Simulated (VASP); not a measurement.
# Sn2Pb: single point with PBEsol

Sn2Pb:

```
Pb Sn
1.0
     0.00000    3.74700    3.74700
     3.74700    0.00000    3.74700
     3.74700    3.74700    0.00000
Pb Sn
1 2
Cartesian
  0.0000 0.0000 0.0000
  1.8735 1.8735 1.8735
  5.6205 5.6205 5.6205
```

The cell comes from a database or a generator and needn't be the stable form of this composition.

```json
{
 "Program": "VASP 6.6.1",
 "Task": "single point",
 "Functional": "PBEsol",
 "Potentials or basis": "VASP PAW PBE potentials, release 64 (Pb_d, Sn_d)",
 "Cutoff": "520 eV",
 "k mesh": "10 × 10 × 10",
 "Occupations": "fermi-dirac, width 0.15 eV",
 "Spin": "no spin polarisation",
 "Dipole correction": "no",
 "Further INCAR settings": "ALGO = Fast; EDIFF = 1e-06; NBANDS = 28"
}
```

```
Pressure               : -2.5 GPa
Band gap on the k mesh : none (metal or under the smearing width)
```

Levels at points of the mesh, in eV from the Fermi level:
```
           k point  band 17  band 18  band 19  band 20  band 21  band 22  band 23  band 24  band 25  band 26
(0.00, 0.00, 0.00)    -4.82    -4.26    -0.66    -0.66    -0.66    -0.40    -0.40    -0.40     2.98     2.98
(0.50, 0.00, 0.00)    -7.50    -5.27    -1.76    -1.76    -0.41     0.06     0.06     2.65     4.37     4.37
(0.50, 0.50, 0.00)    -7.74    -5.99    -3.14    -3.14    -1.00     3.32     3.32     3.50     4.21     5.08
```

Wall time 2.4 min on 1 thread of Intel(R) Xeon(R) Platinum 8259CL CPU @ 2.50GHz (Skylake/Cascade Lake), on a shared host, peak memory 0.32 GiB.

Caveat: the PAW data sets were made with another functional, which shifts forces and pressure a little. Spin-orbit coupling is left out, which matters for the levels of Pb.
